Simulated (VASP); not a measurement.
## In$_{4}$As$_{2}$Sb$_{2}$ (ordered alloy cell): computed properties

Method: PBEsol GGA, VASP's PBE PAW potentials (set 64) (plane waves; VASP).

For In4As2Sb2, the space group is R3m (160) and the cell is a = 4.4578 Å, b = 4.4578 Å, c = 21.8882 Å, α = 90.00°, β = 90.00°, γ = 120.00°. The volume per atom is 31.39 Å³/atom. The band gap (on the k-mesh) is none (metal, semimetal or under 0.01 eV) and the density is 5.64 g/cm³.

```yaml
crystal:
  lattice:
    - [-0.00953, 6.31381, 6.31381]
    - [6.30427, 0.00001, 6.30427]
    - [3.15214, 3.15214, 0.00000]
  atoms:
    - { symbol: In, position: [0.98515, 0.00495, 0.00990] }
    - { symbol: In, position: [0.98515, 0.50495, 0.00990] }
    - { symbol: In, position: [0.51392, 0.99536, 0.99072] }
    - { symbol: In, position: [0.51392, 0.49536, 0.99072] }
    - { symbol: Sb, position: [0.12722, 0.12426, 0.24852] }
    - { symbol: Sb, position: [0.12722, 0.62426, 0.24852] }
    - { symbol: As, position: [0.62370, 0.12543, 0.25087] }
    - { symbol: As, position: [0.62370, 0.62543, 0.25087] }
```

Unless said otherwise, spin-orbit coupling is left out, though it shifts the bands of the heavy elements here.

The structure was generated: In4As2Sb2 was put into an ordered model structure (R3m), which need not be its known phase. It was relaxed first. Symmetry was kept, so distortions that lower it aren't found.
